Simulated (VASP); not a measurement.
OSZICAR of a VASP run on BN:

File OSZICAR:
```
       N       E                     dE             d eps       ncg     rms          rms(c)
DAV:   1    -0.385578016534E+02   -0.38558E+02   -0.19126E-04   512   0.169E-01    0.278E-03
DAV:   2    -0.385577914138E+02    0.10240E-04   -0.17767E-06   536   0.177E-02    0.117E-03
DAV:   3    -0.385577971943E+02   -0.57805E-05   -0.12107E-06   408   0.148E-02    0.652E-04
DAV:   4    -0.385577860625E+02    0.11132E-04   -0.80790E-07   328   0.138E-02    0.483E-04
DAV:   5    -0.385578161042E+02   -0.30042E-04   -0.17182E-06   456   0.208E-02    0.390E-04
DAV:   6    -0.385577994808E+02    0.16623E-04   -0.10346E-06   392   0.169E-02    0.334E-04
DAV:   7    -0.385578018942E+02   -0.24134E-05   -0.29977E-07   304   0.836E-03    0.318E-04
DAV:   8    -0.385577967358E+02    0.51583E-05   -0.42271E-07   304   0.102E-02    0.312E-04
DAV:   9    -0.385578033810E+02   -0.66452E-05   -0.42240E-07   304   0.994E-03    0.310E-04
DAV:  10    -0.385578006893E+02    0.26917E-05   -0.23655E-07   304   0.737E-03    0.308E-04
DAV:  11    -0.385578014199E+02   -0.73065E-06   -0.14167E-07   304   0.551E-03
   1 F= -.38557801E+02 E0= -.38557801E+02  d E =-.106880E-16
```

### Question
Which electronic solver shows in the log?

### Answer
It is blocked Davidson (ALGO = Normal, or the opening steps of other solvers). The INCAR had ALGO = Normal.

### Question
Can the final energy be trusted as converged?

### Answer
The calculation finished and met its thresholds. It stopped with EDIFF = 1E-6, NELM = 100 (r2SCAN meta-GGA, plane waves, VASP's PBE PAW potentials (set 64)).

The cell is a sheet with vacuum, built from BN (hex).
